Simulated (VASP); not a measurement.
These are r2SCAN meta-GGA, VASP's PBE PAW potentials (set 64) (plane waves; VASP) values and carry that method's errors.

The input files of a VASP run:

INCAR:
```
SYSTEM = C
PREC = Accurate; ENCUT = 520; LREAL = F
LASPH = T
EDIFF = 1E-7; NELM = 100; ALGO = Normal
LMIXTAU = T
ISMEAR = 0; SIGMA = 0.05
METAGGA = R2SCAN
IBRION = 2; NSW = 30; ISIF = 4
EDIFFG = -0.01
LWAVE = F; LCHARG = F
```

File POSCAR:
```
C
1
    1.2407334183    -2.1490128226     0.0000000000
    1.2407334183     2.1490128226     0.0000000000
    0.0000000000     0.0000000000     7.0265187023
C
4
Direct
  0.0000000000   0.0000000000   0.2500000000
  0.0000000000   0.0000000000   0.7500000000
  0.3333330000   0.6666670000   0.2500000000
  0.6666670000   0.3333330000   0.7500000000
```

**KPOINTS**
```
Automatic mesh
0
Gamma
10 10 3
0 0 0
```

POTCAR, in this order: C (PBE.64 set). Program: vasp_std.

Output of the run:

OSZICAR:
```
       N       E                     dE             d eps       ncg     rms          rms(c)
DAV:   1     0.443209449785E+02    0.44321E+02   -0.83644E+03   672   0.125E+03
DAV:   2    -0.415389220250E+02   -0.85860E+02   -0.79538E+02  1000   0.229E+02
DAV:   3    -0.452997569797E+02   -0.37608E+01   -0.37409E+01   832   0.488E+01
DAV:   4    -0.453459878668E+02   -0.46231E-01   -0.46187E-01   868   0.624E+00
DAV:   5    -0.453469332850E+02   -0.94542E-03   -0.94531E-03   832   0.863E-01    0.796E+00
DAV:   6    -0.415881505699E+02    0.37588E+01   -0.19131E+00   784   0.103E+01    0.584E+00
DAV:   7    -0.379572292437E+02    0.36309E+01   -0.32138E-01   764   0.631E+00    0.130E+00
DAV:   8    -0.394991319996E+02   -0.15419E+01   -0.11213E+00   732   0.882E+00    0.127E+00
DAV:   9    -0.402580364332E+02   -0.75890E+00   -0.11642E-01   784   0.307E+00    0.734E-01
DAV:  10    -0.400576616403E+02    0.20037E+00   -0.18098E-02   740   0.159E+00    0.612E-01
DAV:  11    -0.394904868989E+02    0.56717E+00   -0.21058E-01   716   0.454E+00    0.202E-01
DAV:  12    -0.396979997608E+02   -0.20751E+00   -0.45213E-02   708   0.245E+00    0.147E-01
DAV:  13    -0.396978602321E+02    0.13953E-03   -0.30546E-04   888   0.163E-01    0.140E-01
DAV:  14    -0.397308217031E+02   -0.32961E-01   -0.78375E-03   688   0.109E+00    0.193E-01
DAV:  15    -0.397324913030E+02   -0.16696E-02   -0.59170E-04   828   0.261E-01    0.106E-01
DAV:  16    -0.397355111342E+02   -0.30198E-02   -0.11062E-03   744   0.432E-01    0.175E-01
DAV:  17    -0.397355346471E+02   -0.23513E-04   -0.59662E-05   780   0.902E-02    0.166E-01
DAV:  18    -0.397355720036E+02   -0.37356E-04   -0.56813E-06   840   0.269E-02    0.153E-01
DAV:  19    -0.397356905771E+02   -0.11857E-03   -0.43654E-05   704   0.778E-02    0.295E-02
DAV:  20    -0.397356952408E+02   -0.46637E-05   -0.17764E-06   812   0.155E-02    0.259E-02
DAV:  21    -0.397356949978E+02    0.24301E-06   -0.37836E-07   828   0.809E-03    0.160E-02
DAV:  22    -0.397357007170E+02   -0.57192E-05   -0.15221E-06   780   0.141E-02    0.573E-03
DAV:  23    -0.397357005827E+02    0.13436E-06   -0.56232E-08   584   0.251E-03    0.580E-03
DAV:  24    -0.397357007762E+02   -0.19354E-06   -0.11261E-07   556   0.272E-03    0.312E-03
DAV:  25    -0.397357009768E+02   -0.20057E-06   -0.11575E-07   576   0.305E-03    0.107E-03
DAV:  26    -0.397357012764E+02   -0.29955E-06   -0.45823E-08   488   0.203E-03    0.680E-04
DAV:  27    -0.397357011971E+02    0.79254E-07   -0.96152E-09   480   0.106E-03
   1 F= -.39735701E+02 E0= -.39735701E+02  d E =-.397357E+02
       N       E                     dE             d eps       ncg     rms          rms(c)
DAV:   1    -0.398414599497E+02   -0.10576E+00   -0.37969E+00   672   0.168E+01    0.113E+00
DAV:   2    -0.397703182545E+02    0.71142E-01   -0.83326E-02   736   0.245E+00    0.694E-01
DAV:   3    -0.397363253637E+02    0.33993E-01   -0.97978E-02   732   0.248E+00    0.148E-01
DAV:   4    -0.397576561712E+02   -0.21331E-01   -0.90518E-03   720   0.112E+00    0.115E-01
DAV:   5    -0.396025210374E+02    0.15514E+00   -0.41687E-02   672   0.203E+00    0.137E-01
DAV:   6    -0.397602273002E+02   -0.15771E+00   -0.36600E-02   672   0.172E+00    0.196E-02
DAV:   7    -0.397602502674E+02   -0.22967E-04   -0.21548E-04   816   0.164E-01    0.104E-02
DAV:   8    -0.397603816020E+02   -0.13133E-03   -0.69852E-05   744   0.103E-01    0.668E-03
DAV:   9    -0.397604294533E+02   -0.47851E-04   -0.24421E-05   756   0.644E-02    0.199E-03
DAV:  10    -0.397604380953E+02   -0.86420E-05   -0.35292E-06   784   0.231E-02    0.213E-03
DAV:  11    -0.397604380632E+02    0.32116E-07   -0.59334E-07   804   0.901E-03
   2 F= -.39760438E+02 E0= -.39760438E+02  d E =-.247369E-01
       N       E                     dE             d eps       ncg     rms          rms(c)
DAV:   1    -0.397621973468E+02   -0.17593E-02   -0.58793E-02   672   0.211E+00    0.141E-01
DAV:   2    -0.397611128839E+02    0.10845E-02   -0.13336E-03   720   0.302E-01    0.865E-02
DAV:   3    -0.397606122985E+02    0.50059E-03   -0.14542E-03   752   0.313E-01    0.167E-02
DAV:   4    -0.397608564226E+02   -0.24412E-03   -0.17919E-04   704   0.163E-01    0.145E-02
DAV:   5    -0.397607289829E+02    0.12744E-03   -0.16593E-04   696   0.160E-01    0.101E-02
DAV:   6    -0.397609565372E+02   -0.22755E-03   -0.61291E-05   676   0.931E-02    0.265E-03
DAV:   7    -0.397609597100E+02   -0.31728E-05   -0.12587E-06   868   0.141E-02    0.939E-04
DAV:   8    -0.397609579759E+02    0.17342E-05   -0.90659E-07   728   0.123E-02    0.859E-04
DAV:   9    -0.397609594540E+02   -0.14781E-05   -0.28068E-07   732   0.667E-03    0.520E-04
DAV:  10    -0.397609595209E+02   -0.66946E-07   -0.91471E-08   544   0.366E-03
   3 F= -.39760960E+02 E0= -.39760960E+02  d E =-.252583E-01
```

File OUTCAR:
```
------------------------ aborting loop because EDIFF is reached ----------------------------------------
  FORCE on cell =-STRESS in cart. coord.  units (eV):
  Direction    XX          YY          ZZ          XY          YZ          ZX
  --------------------------------------------------------------------------------------
  Total       -0.0641425     -0.0641425     -0.0671964      0.0000000      0.0000000      0.0000000
  in kB       -2.7426413     -2.7426401     -2.8732220      0.0000000      0.0000000      0.0000000
  external PRESSURE =      -2.7861678 kB  Pullay stress =       0.0000000 kB
  volume of cell :       37.47
      direct lattice vectors                 reciprocal lattice vectors
     1.229159297 -2.128965888  0.000000000     0.406782100 -0.234855806  0.000000000
     1.229159297  2.128965888 -0.000000000     0.406782100  0.234855806 -0.000000000
     0.000000000  0.000000000  7.159469117     0.000000000  0.000000000  0.139675161
 POSITION                                       TOTAL-FORCE (eV/Angst)
 -----------------------------------------------------------------------------------
      0.00000      0.00000      1.78987         0.000000     -0.000000     -0.000000
      0.00000      0.00000      5.36960        -0.000000      0.000000      0.000000
      1.22916      0.70966      1.78987        -0.000000      0.000000     -0.000000
      1.22916     -0.70966      5.36960         0.000000     -0.000000      0.000000
 -----------------------------------------------------------------------------------
    total drift:                               -0.000000     -0.000000      0.000000
  FREE ENERGIE OF THE ION-ELECTRON SYSTEM (eV)
  ---------------------------------------------------
  free  energy   TOTEN  =       -39.7609595209 eV

  energy  without entropy=      -39.7609595209  energy(sigma->0) =      -39.76095952

 reached required accuracy - stopping structural energy minimisation
```
(Selected blocks of OUTCAR.)

**CONTCAR**
```
C
   1.00000000000000
     1.2291592965686742   -2.1289658879921314    0.0000000000000000
     1.2291592965686742    2.1289658879921314   -0.0000000000000000
     0.0000000000000000    0.0000000000000000    7.1594691172841287
  C
     4
Direct
     0.0000000000000000    0.0000000000000000    0.2500000000000000
     0.0000000000000000    0.0000000000000000    0.7500000000000000
     0.3333330000000032    0.6666669999999968    0.2500000000000000
     0.6666669999999968    0.3333330000000032    0.7500000000000000
```

The compound is C in the graphite structure. This cell is one point of a volume scan, at 1.03 of the reference volume. Symmetry was kept, so distortions that lower it aren't found.
